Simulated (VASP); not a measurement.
The input files of a VASP run:

File POSCAR:
```
NiSi2
1
    0.0000000000     2.7050000000     2.7050000000
    2.7050000000     0.0000000000     2.7050000000
    2.7050000000     2.7050000000     0.0000000000
Si Ni
2 1
Direct
  0.2500000000   0.2500000000   0.2500000000
  0.7500000000   0.7500000000   0.7500000000
  0.0000000000   0.0000000000   0.0000000000
```

**KPOINTS**
```
Automatic mesh
0
Gamma
7 7 7
0 0 0
```

INCAR:
```
SYSTEM = NiSi2
PREC = Accurate
ENCUT = 520
EDIFF = 1E-6
NELM = 60
ALGO = Normal
LREAL = .FALSE.
LASPH = .TRUE.
ISMEAR = 1
SIGMA = 0.1
GGA = PE
LMAXMIX = 4
LWAVE = .FALSE.
LCHARG = .FALSE.
ISIF = 2
```

POTCAR, in this order: Ni Si (PBE.64 set). Program: vasp_std.

What VASP printed:

### standard output
```
 POSCAR found type information on POSCAR SiNi
 POSCAR found :  2 types and       3 ions
 Reading from existing POTCAR
 Reading from existing POTCAR
 WARNING: type information on POSCAR and POTCAR are incompatible
 POTCAR overwrites the type information in POSCAR
 typ   1 type information:  Si Ni
 WARNING: type information on POSCAR and POTCAR are incompatible
 POTCAR overwrites the type information in POSCAR
 typ   2 type information:  Ni Si
 LDA part: xc-table for (Slater+PW92), standard interpolation
 POSCAR, INCAR and KPOINTS ok, starting setup
 WAVECAR not read
 entering main loop
       N       E                     dE             d eps       ncg     rms          rms(c)
DAV:   1     0.111176984470E+03    0.11118E+03   -0.11202E+04   640   0.180E+03
DAV:   2    -0.161613775644E+02   -0.12734E+03   -0.12377E+03   640   0.298E+02
DAV:   3    -0.205196500806E+02   -0.43583E+01   -0.43224E+01   744   0.716E+01
DAV:   4    -0.206107423840E+02   -0.91092E-01   -0.91027E-01   752   0.902E+00
DAV:   5    -0.206134779987E+02   -0.27356E-02   -0.27354E-02   824   0.154E+00    0.170E+01
DAV:   6    -0.233239401606E+02   -0.27105E+01   -0.63741E+01   696   0.148E+02    0.224E+01
DAV:   7    -0.174867326927E+02    0.58372E+01   -0.22831E+01   664   0.879E+01    0.280E+00
DAV:   8    -0.175551222008E+02   -0.68390E-01   -0.97711E-01   752   0.796E+00    0.141E+00
DAV:   9    -0.175373180181E+02    0.17804E-01   -0.32972E-02  1008   0.284E+00    0.412E-01
DAV:  10    -0.175356384493E+02    0.16796E-02   -0.37374E-03  1008   0.629E-01    0.166E-01
DAV:  11    -0.175356491522E+02   -0.10703E-04   -0.22393E-04   752   0.130E-01    0.552E-02
DAV:  12    -0.175356188927E+02    0.30260E-04   -0.50476E-05   984   0.785E-02    0.179E-02
DAV:  13    -0.175356198589E+02   -0.96621E-06   -0.98948E-06   944   0.317E-02
   1 F= -.17535620E+02 E0= -.17536435E+02  d E =0.244633E-02
```

**OUTCAR**
```
------------------------ aborting loop because EDIFF is reached ----------------------------------------
  FORCE on cell =-STRESS in cart. coord.  units (eV):
  Direction    XX          YY          ZZ          XY          YZ          ZX
  --------------------------------------------------------------------------------------
  Total       -1.8858364     -1.8858364     -1.8858364      0.0000000     -0.0000000     -0.0000000
  in kB      -76.3278089    -76.3278089    -76.3278089      0.0000000     -0.0000000     -0.0000000
  external PRESSURE =     -76.3278089 kB  Pullay stress =       0.0000000 kB
  volume of cell :       39.59
      direct lattice vectors                 reciprocal lattice vectors
     0.000000000  2.705000000  2.705000000    -0.184842884  0.184842884  0.184842884
     2.705000000  0.000000000  2.705000000     0.184842884 -0.184842884  0.184842884
     2.705000000  2.705000000  0.000000000     0.184842884  0.184842884 -0.184842884
 POSITION                                       TOTAL-FORCE (eV/Angst)
 -----------------------------------------------------------------------------------
      1.35250      1.35250      1.35250        -0.000000     -0.000000     -0.000000
      4.05750      4.05750      4.05750         0.000000      0.000000      0.000000
      0.00000      0.00000      0.00000        -0.000000      0.000000      0.000000
 -----------------------------------------------------------------------------------
    total drift:                                0.000000      0.000000      0.000000
  FREE ENERGIE OF THE ION-ELECTRON SYSTEM (eV)
  ---------------------------------------------------
  free  energy   TOTEN  =       -17.5356198589 eV

  energy  without entropy=      -17.5380661902  energy(sigma->0) =      -17.53643530
```
(Selected blocks of OUTCAR.)

Problem. From input and log, find the fault in this run and mend it.

Solution. The cause: POTCAR lists the elements in another order than POSCAR. The run ends without an error. Against the sound run, the pressure drops by 10.16 GPa. To mend it, use POTCAR Si Ni of the PBE.64 set.

The mended run (PBE GGA, plane waves, VASP's PBE PAW potentials (set 64)) converges, and its OSZICAR ends with
```
   1 F= -.17376074E+02 E0= -.17375371E+02  d E =-.210932E-02
```

The compound is NiSi2 in the fluorite structure. The cell was not relaxed at this level. The run is not spin-polarised, so no magnetic state was tried.
